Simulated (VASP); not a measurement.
Data:

```
CELL_PARAMETERS angstrom
     -1.89477     5.68288     2.72160
      1.89477    -5.68288     2.72160
      1.89477     5.68288    -2.72160
ATOMIC_POSITIONS crystal
  Ga 0.66998 0.00976 0.66023
  Ga 0.34953 0.00976 0.33977
  Se 0.38101 0.22698 0.15402
  Se 0.07296 0.22698 0.84598
  Se 0.77653 0.27653 0.50000
```

Calculation: LDA (Ceperley-Alder, Perdew-Zunger) with spin-orbit coupling, VASP's LDA PAW potentials (set 64) (plane waves; VASP 6.6.1). Settings: 400 eV cut-off, 7×7×7 Γ-centred mesh, Gaussian smearing of 0.050 eV, potentials Ga_d Se.

**Question.** Estimate the energy per atom (σ→0), band gap (over mesh and band path) with the smallest direct gap where there is one.

**Answer.** 
```json
{
 "band gap (over mesh and band path)": "0.49 eV",
 "smallest direct gap (over mesh and band path)": "0.58 eV",
 "energy per atom (σ→0)": "-4490 meV/atom"
}
```

Total energies compare only between runs with the same potentials, cut-off and functional.

The structure comes from a computed database's Ga2Se3 entry (Imm2); how it stands against other phases isn't given here. It was relaxed first, which changed the volume by -7 %.
